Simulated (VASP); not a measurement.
Input for VASP

KPOINTS:
```
Automatic
0
gamma
  15 15 15
```

### INCAR
```
! general
SYSTEM  = Rh
PREC    = Accurate
ENCUT   = 400
LREAL   = F   ! projection in real space or not
LASPH   = T

! electronic loop
EDIFF   = 1E-6
NELM    = 100
ALGO    = Normal
LMAXMIX = 4

! smearing
ISMEAR  = 1
SIGMA   = 0.1   ! width (eV)

! functional
GGA     = PS

! ions
IBRION  = 2   ! conjugate gradients
NSW     = 60   ! most ionic steps
ISIF    = 3   ! ions, shape and volume
EDIFFG  = -0.01   ! ionic stop

! output
LWAVE   = F
LCHARG  = F
```

### POSCAR
```
Rh
1
    0.0000000000     1.9000000000     1.9000000000
    1.9000000000     0.0000000000     1.9000000000
    1.9000000000     1.9000000000     0.0000000000
Rh
1
Direct
  0.0000000000   0.0000000000   0.0000000000
```

POTCAR, in this order: Rh_pv (PBE.64 set). Program: vasp_std.

Q: Write an equivalent input for Ansatz.

A: One equivalent input (not run):
Ansatz 0.2 input:
```yaml
crystal:
  lattice:
    - [0.0000000, 1.9000000, 1.9000000]
    - [1.9000000, 0.0000000, 1.9000000]
    - [1.9000000, 1.9000000, 0.0000000]
  atoms:
    - { symbol: Rh, position: [0.0000000, 0.0000000, 0.0000000] }
kpoints:
  mp_grid: { grid: [15, 15, 15] }
hamiltonian:
  xc: pbesol
  pseudopotentials: { kind: paw }
scf:
  occupations: { method: methfessel_paxton, width: 0.1 }
  max_iter: 100
relax:
  max_steps: 60
  f_tol: 0.01
  cell: {}
output: { forces: true, stress: true, eigenvalues: true }
```
What does not carry over: each code has its own PAW files, so the cut-off isn't converted (ENCUT is set for VASP's; basis.ecutwfc is left out, and Ansatz then takes the one that its files recommend); Ansatz stops its SCF on the density residual and VASP on the energy change (EDIFF).

The compound is Rh in the fcc structure. This run relaxes it. Symmetry was kept, so distortions that lower it aren't found.
